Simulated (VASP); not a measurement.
Given:

```xyz
2
Lattice="0.0000 2.9439 2.9439 2.9439 0.0000 2.9439 2.9439 2.9439 0.0000" Properties=species:S:1:pos:R:3 pbc="T T T"
Hg     0.0000     0.0000     0.0000
S      1.4719     1.4719     1.4719
```

Calculation: PBEsol GGA, VASP's PBE PAW potentials (set 64) (plane waves; VASP). Run with 500 eV cut-off, 11×11×11 Γ-centred mesh, first-order Methfessel-Paxton smearing of 0.10 eV, potentials Hg S.

Unless said otherwise, spin-orbit coupling is left out, though it shifts the bands of the heavy elements here.

Estimate the energy per atom (σ→0), band gap (on the k-mesh) with the smallest direct gap where there is one.

```json
{
 "band gap (on the k-mesh)": "none (metal, semimetal or under 0.01 eV)",
 "energy per atom (σ→0)": "-2.639 eV/atom"
}
```

Total energies compare only between runs with the same potentials, cut-off and functional.

The structure was generated: HgS was put into the zinc blende type (F-43m), which need not be its known phase. It was relaxed first, which changed the volume by +24 %.
